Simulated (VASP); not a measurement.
OSZICAR of a VASP run on MoS2 (2H layered):

OSZICAR:
```
       N       E                     dE             d eps       ncg     rms          rms(c)
DAV:   1     0.440097013634E+03    0.44010E+03   -0.28781E+04  1672   0.151E+03
DAV:   2    -0.219171268867E+02   -0.46201E+03   -0.45172E+03  1867   0.393E+02
DAV:   3    -0.459018939564E+02   -0.23985E+02   -0.23739E+02  1934   0.781E+01
DAV:   4    -0.464009865162E+02   -0.49909E+00   -0.49786E+00  1801   0.114E+01
DAV:   5    -0.464159326661E+02   -0.14946E-01   -0.14941E-01  1900   0.178E+00    0.352E+01
DAV:   6    -0.442825031649E+02    0.21334E+01   -0.22292E+01  1649   0.251E+01    0.136E+01
DAV:   7    -0.438738532828E+02    0.40865E+00   -0.98721E+00  1673   0.159E+01    0.847E+00
DAV:   8    -0.435355106025E+02    0.33834E+00   -0.15835E+00  1935   0.697E+00    0.300E+00
DAV:   9    -0.435489978998E+02   -0.13487E-01   -0.16928E-01  1979   0.195E+00    0.140E+00
DAV:  10    -0.435398952755E+02    0.91026E-02   -0.72363E-02  1828   0.149E+00    0.337E-01
DAV:  11    -0.435399198721E+02   -0.24597E-04   -0.28065E-03  1839   0.303E-01    0.194E-01
DAV:  12    -0.435398342613E+02    0.85611E-04   -0.49284E-04  1907   0.116E-01    0.756E-02
DAV:  13    -0.435398405424E+02   -0.62810E-05   -0.16617E-04  1987   0.681E-02    0.134E-02
DAV:  14    -0.435398418866E+02   -0.13442E-05   -0.16158E-05  1778   0.227E-02    0.157E-02
DAV:  15    -0.435398423068E+02   -0.42021E-06   -0.20933E-06  1539   0.848E-03
   1 F= -.46169229E+02 E0= -.46169229E+02  d E =-.461692E+02
```

### Question
Which electronic solver shows in the log?

### Answer
It is blocked Davidson (ALGO = Normal, or the opening steps of other solvers). The INCAR had ALGO = Normal.

### Question
Can the final energy be trusted as converged?

### Answer
The run converged. It stopped with EDIFF = 1E-6, NELM = 100, NSW = 60 and EDIFFG = -0.01 after 1 ionic step (PBE GGA with D3 dispersion (Becke-Johnson damping), plane waves, VASP's PBE PAW potentials (set 64)).

The compound is MoS2 in the 2H layered structure. It was relaxed first. The start is the result of an earlier pass.
